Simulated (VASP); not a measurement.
Input:

```
TiO2
1.0
    2.80574     0.00000     0.00000
   -1.40287     2.42985     0.00000
    0.00000     0.00000    16.28124
Ti O
1 2
Direct
  0.00000   0.00000   0.50000
  0.33333   0.66667   0.57006
  0.66667   0.33333   0.42994
```

Calculation: PBE GGA, VASP's PBE PAW potentials (set 64) (plane waves; VASP 6.6.1). Settings: 400 eV cut-off, 13×13×1 Γ-centred mesh, Fermi-Dirac smearing of 0.10 eV, potentials Ti_sv O.

The cell holds a wide vacuum, so values per volume refer to the whole cell.

### Question
Give the energies of bands 7 to 15 at the high-symmetry points, in eV from the valence-band maximum.

### Answer

```csv
band,Γ,M,K
7,-4.12,-4.66,-3.59
8,-2.85,-2.75,-3.59
9,-2.85,-2.62,-2.74
10,-0.98,-2.48,-1.88
11,0.00,-1.01,-1.88
12,0.00,-0.76,-1.39
13,2.76,2.10,3.65
14,2.76,4.30,3.90
15,3.75,4.67,3.90
```

The gap is indirect, 2.10 eV, from the valence maximum at Γ to the conduction minimum at M.

The cell is a sheet with vacuum, built from a generated structure.
